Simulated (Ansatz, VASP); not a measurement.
# HfGaAsO2 (amorphous HfO2 against GaAs(110), 8.9 A): VASP beside Ansatz, part 2 of 2

Wanted: the spread between two codes on one cell, functional and k mesh. Of the first pair: The structure shown is the start of the Ansatz relaxation below; VASP solves that cell, so the two are compared at the walk's first step.

VASP 6.6.1 and Ansatz 0.2.0.

So far. Step 3 (VASP: single point, PBE, start cell, pair 1): The run ends at a pressure of 0.39 GPa, with forces up to 1.7 eV/Å.

### Step 5. Ansatz: relaxation, PBE

Level of this step: Ansatz beside VASP: Kohn-Sham DFT, plane waves, PBE (Ansatz).

This run makes the geometry at which the two programs are then compared. The cell compared in this pair holds 1766.79 Å³, against 1773.83 Å³ for the pair before.

The structure compared here is the end of the Ansatz relaxation.

The input, input.yaml:

```yaml
crystal:
  lattice:
    - [11.46, 0.0, 0.0]
    - [0.0, 8.10344, 0.0]
    - [0.0, 0.0, 19.1011]
  atoms:
    - { symbol: Ga, position: [0.00882, 0.0152, 0.36115] }
    - { symbol: As, position: [0.11725, 0.98089, 0.03522] }
    - { symbol: Ga, position: [0.23295, 0.71391, 0.03751] }
    - { symbol: As, position: [0.37062, 0.73671, 0.14229] }
    - { symbol: Ga, position: [0.23611, 0.23167, 0.04805] }
    - { symbol: As, position: [0.37875, 0.24305, 0.14727] }
    - { symbol: Ga, position: [0.00744, 0.99722, 0.14602] }
    - { symbol: As, position: [0.13076, 0.0049, 0.25323] }
    - { symbol: Ga, position: [0.9953, 0.49161, 0.15262] }
    - { symbol: As, position: [0.12845, 0.50358, 0.2551] }
    - { symbol: Ga, position: [0.256, 0.25476, 0.25414] }
    - { symbol: As, position: [0.38793, 0.2646, 0.35732] }
    - { symbol: Ga, position: [0.25413, 0.75285, 0.25221] }
    - { symbol: As, position: [0.38949, 0.76495, 0.35493] }
    - { symbol: Ga, position: [0.00935, 0.52033, 0.36328] }
    - { symbol: As, position: [0.10165, 0.47261, 0.04433] }
    - { symbol: As, position: [0.128, 0.02876, 0.46622] }
    - { symbol: Ga, position: [0.26427, 0.79111, 0.46018] }
    - { symbol: Ga, position: [0.25468, 0.27733, 0.46022] }
    - { symbol: As, position: [0.13672, 0.54184, 0.46698] }
    - { symbol: Ga, position: [0.51525, 0.01595, 0.3602] }
    - { symbol: As, position: [0.60451, 0.96658, 0.03772] }
    - { symbol: Ga, position: [0.76048, 0.75117, 0.03733] }
    - { symbol: As, position: [0.88012, 0.74902, 0.14641] }
    - { symbol: Ga, position: [0.72629, 0.21852, 0.05089] }
    - { symbol: As, position: [0.87249, 0.23856, 0.14674] }
    - { symbol: Ga, position: [0.49971, 0.98704, 0.1478] }
    - { symbol: As, position: [0.63266, 0.00392, 0.25181] }
    - { symbol: Ga, position: [0.50567, 0.49395, 0.1478] }
    - { symbol: As, position: [0.63468, 0.50529, 0.25367] }
[... 64 atom lines left out ...]
    - { symbol: O, position: [0.01701, 0.04832, 0.96704] }
    - { symbol: O, position: [0.44623, 0.1805, 0.60137] }
    - { symbol: O, position: [0.24927, 0.17748, 0.81884] }
    - { symbol: O, position: [0.52973, 0.82726, 0.60817] }
    - { symbol: O, position: [0.16962, 0.8439, 0.74471] }
    - { symbol: O, position: [0.50274, 0.1551, 0.87083] }
kpoints:
  mp_grid: { grid: [1, 1, 1] }
hamiltonian:
  xc: pbe
scf:
  occupations: { method: fermi_dirac, width: 0.025 }
output:
  forces: true
relax:
  f_tol: 0.08
  max_steps: 90
  cell: { fix: [a, b, alpha, beta, gamma] }
```

Command:

```bash
$ ansatz run input.yaml --threads 8 --pin off --max-ram 15872MiB --backend cpu --events-out ev --progress --plain --runs-dir out
```

Numbers of over 12 decimals in the logs are rounded to 6 here.

What it wrote:

```text
[...]
Crystal: 100 atoms, lattice volume = 1773.832 Å³
Basis set: ecut = 420 eV, 34643 PW (Γ), exchange–correlation on 160×120×256 points (8 copies of the dense FFT grid, shifted against one another)
Bands: 792, of which v1, the nominal top of the filled ones, is band 660 counted from 1 (659 counted from 0)
Symmetry: 1 space group operations
[...]
k-points: 1
[...]
- { symbol: O, position: [0.395952, 0.869924, 0.889684] }
    - { symbol: O, position: [0.00323007, 0.402844, 0.834291] }
    - { symbol: O, position: [0.251008, 0.542261, 0.809058] }
    - { symbol: O, position: [0.601435, 0.755060, 0.866824] }
    - { symbol: O, position: [0.025542, 0.603629, 0.707225] }
    - { symbol: O, position: [0.303649, 0.644411, 0.951008] }
[...]
- { symbol: O, position: [0.246826, 0.209381, 0.818969] }
    - { symbol: O, position: [0.516853, 0.837280, 0.608713] }
    - { symbol: O, position: [0.155076, 0.895443, 0.772603] }
    - { symbol: O, position: [0.487681, 0.171904, 0.877828] }
[key lines of the parts left out:]
P = ⅓ Tr σ = -0.4948 GPa (-4.948 kbar)
```

### Step 6. VASP: single point, PBE, relaxed cell, pair 2

The same cell, functional, mesh and smearing now go to VASP, with its own data sets.

The input, INCAR:

```
SYSTEM = HfGaAsO2
PREC = Accurate
ENCUT = 600
EDIFF = 1E-06
NELM = 120
ISMEAR = -1
SIGMA = 0.025
LREAL = Auto
ALGO = Normal
GGA = PE
NBANDS = 472
LASPH = .TRUE.
LORBIT = 11
LWAVE = .FALSE.
LCHARG = .FALSE.
ISIF = 2
GGA_COMPAT = .FALSE.
EFERMI = MIDGAP
NCORE = 2
```

The input, POSCAR:

```
HfGaAsO2
1.0
   11.4600000000      0.0000000000      0.0000000000
    0.0000000000      8.1034400000      0.0000000000
    0.0000000000      0.0000000000     19.0253210000
Ga As Hf O
20 20 20 40
Direct
    0.0134900000      0.9800300000      0.3663900000
    0.2326600000      0.6899200000      0.0409700000
    0.2898700000      0.2172200000      0.0143500000
    0.0186200000      0.9767600000      0.1508200000
    0.0067900000      0.4805500000      0.1523800000
    0.2651300000      0.2345800000      0.2482200000
    0.2655000000      0.7318400000      0.2508000000
    0.9998100000      0.4878900000      0.3643100000
    0.3008500000      0.7339600000      0.4615600000
    0.2800300000      0.2277500000      0.4563800000
    0.5291000000      0.9936500000      0.3534900000
    0.7541900000      0.7487200000      0.0401800000
    0.7501200000      0.2139400000      0.0517400000
    0.5030700000      0.9890200000      0.1403500000
    0.5131300000      0.4837200000      0.1462100000
    0.7592900000      0.2299800000      0.2561600000
    0.7651000000      0.7346700000      0.2523600000
    0.5245800000      0.4831400000      0.3594700000
    0.7311400000      0.7434000000      0.4657800000
    0.7620700000      0.2755200000      0.4732700000
    0.1528100000      0.9758700000      0.0451000000
    0.3812600000      0.7320600000      0.1391000000
    0.3821300000      0.2424700000      0.1380500000
    0.1410900000      0.9830100000      0.2582800000
    0.1376700000      0.4833400000      0.2574900000
    0.4004200000      0.2343800000      0.3479100000
    0.4072600000      0.7416900000      0.3501000000
    0.1143100000      0.4394800000      0.0425100000
    0.1224500000      0.0065800000      0.4794400000
    0.1878000000      0.4894700000      0.4261300000
[... 64 atom lines left out ...]
    0.0505700000      0.0335300000      0.9749900000
    0.4428800000      0.2050200000      0.5977100000
    0.2468300000      0.2093800000      0.8189700000
    0.5168500000      0.8372800000      0.6087100000
    0.1550800000      0.8954400000      0.7726000000
    0.4876800000      0.1719000000      0.8778300000
```

The input, KPOINTS:

```
Automatic mesh
0
Gamma
1 1 1
0 0 0
```

Potentials, in the order of the species: Ga_d, As, Hf_pv and O (PBE family, release 64).

Command:

```bash
$ mpirun -np 8 vasp_gam
```

What it wrote:

```text
[... set-up lines as in an earlier step ...]
 entering main loop
       N       E                     dE             d eps       ncg     rms          rms(c)
DAV:   1     0.185144375761E+05    0.18514E+05   -0.36277E+05   968   0.268E+03
DAV:   2     0.434400064210E+04   -0.14170E+05   -0.13519E+05   944   0.840E+02
DAV:   3    -0.163884761766E+03   -0.45079E+04   -0.42572E+04  1312   0.343E+02
DAV:   4    -0.821642829786E+03   -0.65776E+03   -0.64534E+03  1312   0.129E+02
[...]
DAV:  18    -0.742030463142E+03   -0.19267E-04   -0.19197E-04  1176   0.282E-02    0.120E-02
DAV:  19    -0.742030467391E+03   -0.42493E-05   -0.19671E-05  1296   0.203E-02    0.603E-03
DAV:  20    -0.742030468210E+03   -0.81863E-06   -0.61394E-06   904   0.956E-03
   1 F= -.74203047E+03 E0= -.74203037E+03  d E =-.200257E-03
```

From OUTCAR (step 6):

```text
  FREE ENERGIE OF THE ION-ELECTRON SYSTEM (eV)
  ---------------------------------------------------
  free  energy   TOTEN  =      -742.0304682101 eV

  energy  without entropy=     -742.0302679534  energy(sigma->0) =     -742.03036808
```

The run ends at a pressure of -1.49 GPa, with forces up to 0.29 eV/Å.

### Step 7. Comparison

What differs besides the data sets and the points named for the pairs above, as far as they apply: the data sets hold 1320 valence electrons in Ansatz (on its default PAW (the set named soft_2) files) and 800 in VASP; the cutoff is 420 eV in Ansatz and 600 eV in VASP (PREC = Accurate, projectors in real space). Total energies have different zeros and are not compared.

Both answers:

```csv
quantity,Ansatz,VASP,difference
pressure (GPa),-0.49,-1.49,+0.99
gap on the k mesh (eV),0.425,0.423,+0.002
```

Forces on 7 of the 100 atoms, those with the largest forces and the largest differences (eV/Å; atoms numbered as in POSCAR):

```csv
atom,"Ansatz x, y, z","VASP x, y, z"
Hf45,"0.001, -0.003, -0.011","-0.082, -0.007, -0.258"
Hf49,"0.066, -0.003, 0.027","0.081, -0.006, 0.236"
Hf53,"-0.014, -0.014, 0.027","0.016, -0.071, 0.174"
Hf58,"-0.007, 0.008, 0.026","0.005, 0.037, 0.250"
O71,"0.015, -0.011, 0.000","-0.162, 0.077, -0.232"
O95,"0.026, -0.007, 0.043","-0.165, -0.014, -0.107"
O97,"0.014, -0.021, 0.000","0.128, 0.005, -0.135"
```

The forces differ by 54 meV/Å r.m.s., where the r.m.s. force is 0.016 eV/Å in Ansatz and 0.055 eV/Å in VASP: the atoms lie near their places of rest in Ansatz, so a percentage would say little (all taken over all components). A gap on the mesh is an upper bound, since the band edges may lie between its points; neither run holds spin-orbit coupling, which can move the band edges of a compound of Hf.

### Step 8. Summary of results

```json
{
 "r.m.s. force difference (single point, PBE, start cell, pair 1)": "15 % of the r.m.s. force",
 "r.m.s. force difference (single point, PBE, relaxed cell, pair 2)": "54 meV/Å",
 "difference in pressure (single point, PBE, relaxed cell, pair 2)": "0.99 GPa"
}
```

In words: The r.m.s. force difference is 15 % of the r.m.s. force (single point, PBE, start cell, pair 1), beyond the 3 % picked in this series as the mark of a large difference. The data sets hold unlike numbers of valence electrons (1320 in Ansatz and 800 in VASP), so part of the differences comes from the potentials. What causes the difference of the single point, PBE, start cell, pair 1 pair stays open here. What causes the difference of the single point, PBE, relaxed cell, pair 2 pair stays open here. How closely two codes agree says nothing of how well the functional describes the real material.

[Lines on the potential files, build, host, timing and source positions are cut from VASP's logs without a mark.]

[Logs are printed without paths, hosts, clocks, repeated set-up lines and the standing remarks that a program may print on its own settings, such as how far it seeks lower states.]

[Hosts, paths, dates, database ids (printed as entryN), source tags and the programs' standing remarks are cut or masked in the printed files.]
